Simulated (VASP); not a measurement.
# MgCd2Te3 in VASP: notebook, part 2 of 2

VASP 6.6.1.

## Step 4: Relaxation of cell and atoms, PBE

This run uses another cell than the first one, of 34.41 Å³/atom, 1.049 times its volume.

INCAR reads:

```
ALGO = Fast
EDIFF = 1E-4
EDIFFG = -0.08
ENCUT = 520
GGA = PE
IBRION = 2
ISIF = 3
ISMEAR = 0
LASPH = T
LCHARG = F
LREAL = F
LWAVE = F
NELM = 60
NSW = 24
PREC = Normal
SIGMA = 0.15
```

KPOINTS reads:

```
k-points
0
Gamma
  3 3 3
```

POSCAR reads:

```
MgCd2Te3
1.0
   -3.3845030700      3.3845030700      4.5065636700
    3.3845030700     -3.3845030700      4.5065636700
    3.3845030700      3.3845030700     -4.5065636700
Mg Cd Te
1 2 3
Direct
    0.0000000000      0.0000000000      0.0000000000
    0.5000000000      0.0000000000      0.5000000000
    0.0000000000      0.5000000000      0.5000000000
    0.7500000000      0.2500000000      0.5000000000
    0.2500000000      0.7500000000      0.5000000000
    0.5000000000      0.5000000000      0.0000000000
```

Potentials or basis: VASP PAW PBE potentials, release 64 (Mg, Cd, Te).

Launch:

```
cat potpaw_PBE.64/Mg/POTCAR potpaw_PBE.64/Cd/POTCAR potpaw_PBE.64/Te/POTCAR > POTCAR
mpirun -np 1 vasp_std > vasp.out
```

OUTCAR:

```text
EDIFF = 1E-4
   EDIFFG = -0.08
   ENCUT = 520
   GGA = PE
   IBRION = 2
   ISIF = 3
   ISMEAR = 0
   LASPH = T
   LREAL = F
   NELM = 60
   NSW = 24
   PREC = Normal

 ion  position               nearest neighbor table
   1  0.000  0.000  0.000-   2 3.38   3 3.38   3 3.38   2 3.38
   2  0.500  0.000  0.500-   4 2.25   5 2.25   1 3.38   6 3.38   6 3.38   1 3.38
   3  0.000  0.500  0.500-   4 2.25   5 2.25   1 3.38   6 3.38   1 3.38   6 3.38
   4  0.750  0.250  0.500-   2 2.25   3 2.25
   5  0.250  0.750  0.500-   2 2.25   3 2.25
   6  0.500  0.500  0.000-   2 3.38   3 3.38   2 3.38   3 3.38

  LATTYP: Found a body centered tetragonal cell.
 ALAT       =     6.7690061400
 C/A-ratio  =     1.3315289060

  Lattice vectors:

 A1 = (  -3.3845030700,   3.3845030700,   4.5065636700)
 A2 = (   3.3845030700,  -3.3845030700,   4.5065636700)
 A3 = (   3.3845030700,   3.3845030700,  -4.5065636700)

Analysis of symmetry for initial positions (statically):
=====================================================================
 Subroutine PRICEL returns:
 Original cell was already a primitive cell.

 Routine SETGRP: Setting up the symmetry group for a
 body centered tetragonal supercell.

 Subroutine GETGRP returns: Found 16 space group operations
 (whereof 16 operations were pure point group operations)
 out of a pool of 16 trial point group operations.

The static configuration has the point symmetry D_4h.

Analysis of symmetry for dynamics (positions and initial velocities):
=====================================================================
 Subroutine PRICEL returns:
[... 195 lines left out ...]
 fundamental gap:      0.0695694819
 Fermi energy:        -0.0156256963

 k-point     1 :       0.0000    0.0000    0.0000
  band No.  band energies     occupation
      1     -10.0658      2.00000
      2      -9.6790      2.00000
      3      -9.4441      2.00000
      4      -8.2211      2.00000
      5      -8.2195      2.00000
      6      -8.1956      2.00000
[... 236 lines left out ...]
  FREE ENERGIE OF THE ION-ELECTRON SYSTEM (eV)
  ---------------------------------------------------
  free  energy   TOTEN  =       -10.1584578144 eV

  energy  without entropy=      -10.0736173596  energy(sigma->0) =      -10.11603759

[... ionic steps 4 to 7 ...]

--------------------------------------- Ionic step        8  -------------------------------------------

 number of electron      44.0000027 magnetization

------------------------ aborting loop because EDIFF is reached ----------------------------------------
[... 75 lines left out ...]
--------------------------------------- Ionic step       10  -------------------------------------------

 number of electron      44.0000049 magnetization

 Free energy of the ion-electron system (eV)
  ---------------------------------------------------
  ext. energy  EPLUGINS =         0.00000000
  ---------------------------------------------------
  free energy    TOTEN  =       -10.84410191 eV

  energy without entropy =      -10.74626906  energy(sigma->0) =      -10.79518549

 E-fermi :   2.6703     XC(G=0):  -8.6610

 val. band max:        2.6119480851   @ k =  -0.3333  -0.3333   0.3333
 cond. band min:       2.6842033989   @ k =   0.3333   0.0000  -0.0000
 fundamental gap:      0.0722553138
 Fermi energy:         2.6702645723

 k-point     1 :       0.0000    0.0000    0.0000
  band No.  band energies     occupation
      1      -8.6803      2.00000
      2      -7.9738      2.00000
      3      -7.3469      2.00000
      4      -6.2677      2.00000
      5      -6.0423      2.00000
      6      -6.0165      2.00000
[... 196 lines left out ...]
  FREE ENERGIE OF THE ION-ELECTRON SYSTEM (eV)
  ---------------------------------------------------
  free  energy   TOTEN  =       -10.8441019068 eV

  energy  without entropy=      -10.7462690634  energy(sigma->0) =      -10.79518549

 reached required accuracy - stopping structural energy minimisation
```

OSZICAR:

```text
N       E                     dE             d eps       ncg     rms          rms(c)
DAV:   1     0.275978467572E+03    0.27598E+03   -0.18636E+04   312   0.141E+03
DAV:   2     0.106610922775E+02   -0.26532E+03   -0.26089E+03   368   0.307E+02
DAV:   3    -0.680408558247E+01   -0.17465E+02   -0.16894E+02   348   0.776E+01
[... 91 lines left out ...]
RMM:   2    -0.108870362585E+02    0.12910E+00   -0.27521E-01   312   0.386E+00    0.132E+00
RMM:   3    -0.108582735980E+02    0.28763E-01   -0.33872E-02   314   0.920E-01    0.727E-01
RMM:   4    -0.108451875445E+02    0.13086E-01   -0.18182E-02   313   0.692E-01    0.339E-01
RMM:   5    -0.108440656693E+02    0.11219E-02   -0.45182E-03   318   0.349E-01    0.144E-01
RMM:   6    -0.108441019068E+02   -0.36238E-04   -0.60815E-04   265   0.139E-01
  10 F= -.10844102E+02 E0= -.10795185E+02  d E =-.186487E-01
```

Wall time 2.6 min (1 thread of Intel Xeon Platinum 8488C (Sapphire Rapids), shared host); peak memory 0.27 GiB.

Results:

| Item | Value |
| --- | --- |
| Free energy | -10.8441 eV |
| Relaxed volume | 33.53 Å³/atom |
| Relaxed cell | a = 7.031 Å, b = 7.031 Å, c = 7.031 Å, α = 129.60°, β = 129.60°, γ = 74.04° |
| Space group after relaxing (to 0.05 Å) | I4/mmm (No. 139) |
| Energy gained by relaxing | 933.4 meV/atom |
| Ionic steps | 10 |
| Pressure after relaxing | -0.3 GPa |
| Band gap on the k mesh | none (metal or under the smearing width) |

The path:
```
step  energy change (eV)  largest force (eV/Å)  pressure (GPa)  volume (Å³)
   1              0.0000                0.0000           15.05       206.49
   2             -3.2257                0.0000           -4.83       298.74
   3             -4.9147                0.0000           -2.85       249.59
   4             -4.9267                0.0000           -2.63       248.09
   5             -4.9328                0.0000           -2.31       245.83
   6             -5.2713                0.0000           -1.84       228.75
   7             -5.5626                0.0000           -0.21       205.16
   8             -5.5802                0.0000            0.96       196.41
   9             -5.5817                0.0000            0.53       199.08
  10             -5.6004                0.0000           -0.25       201.20
```

Final structure:
```
Mg Cd Te
1.0
    -2.99343    2.99343    5.61344
     2.99343   -2.99343    5.61344
     2.99343    2.99343   -5.61344
Mg Cd Te
1 2 3
Direct
  0.00000 0.00000 0.00000
  0.50000 0.00000 0.50000
  0.00000 0.50000 0.50000
  0.75000 0.25000 0.50000
  0.25000 0.75000 0.50000
  0.50000 0.50000 0.00000
```

Caveat: the k mesh is coarse (spacing up to 0.44 Å⁻¹), so the values aren't converged; the relaxation stopped at a loose force limit of 0.08 eV/Å, so its end isn't a converged minimum. The run has no spin-orbit coupling, so splittings on Te are missing.

## Step 5: Summary

```csv
k mesh,mesh quality,gap on the mesh (eV),pressure (GPa),relaxed volume (Å³/atom)
3 × 3 × 3,not flagged,0.01,0.2,28.21
3 × 3 × 2,coarse,none,0.0,27.99
3 × 3 × 3,coarse,none,-0.3,33.53
```

Alike in all rows: task relaxation of cell and atoms; level PBE; potentials or basis VASP PAW PBE potentials, release 64 (Mg, Cd, Te); no spin polarisation; cell relaxed; cutoff (eV) 520; smearing gaussian 0.15 eV.

Caveats: some runs use coarse meshes; the relaxation stopped at a loose force limit of 0.08 eV/Å, so its end isn't a converged minimum; spin-orbit coupling is left out, which moves the levels of the heavy elements (some runs); an odd mesh through Γ misses points on the zone boundary, where band edges often lie (some runs); the volume moved by over 15 % at a fixed basis, so the end points are rough (some runs).

Absolute energies hang on the potentials; compare differences alone.
